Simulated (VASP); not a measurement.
A convergence study with VASP on CdTe (zinc blende): one setting is varied, all else stays as given below, so the limit is that of these other settings.

```
CELL_PARAMETERS angstrom
      0.00000     3.24000     3.24000
      3.24000     0.00000     3.24000
      3.24000     3.24000     0.00000
ATOMIC_POSITIONS crystal
  Cd 0.00000 0.00000 0.00000
  Te 0.25000 0.25000 0.25000
```

Level of theory: PBEsol GGA, VASP's PBE PAW potentials (set 64) (plane waves; VASP). The tightest run used: 550 eV cut-off, 16×16×16 Γ-centred mesh, Gaussian smearing of 0.050 eV, potentials Cd Te.

| setting | E (eV/atom) | pressure (GPa) | irreducible k-points |
|---|---|---|---|
| 1×1×1 mesh | 3.3306 | 36.54 | 1 |
| 2×2×2 mesh | -2.0862 | 4.11 | 3 |
| 3×3×3 mesh | -2.6128 | 1.22 | 4 |

Q: These are the cheaper rows. Estimate the results at 16×16×16 mesh, and how far the last row shown lies from them.

A: 
```json
[
 {"quantity": "E (eV/atom)", "tightest run": "-2.7450", "last row shown is off by": "0.1322"},
 {"quantity": "pressure (GPa)", "tightest run": "0.33", "last row shown is off by": "0.89"}
]
```

Left out are rungs that failed or repeat a setting and relaxations that didn't move; long series are thinned to 24 rows.

The compound is CdTe in the zinc blende structure. The cell was not relaxed at this level.
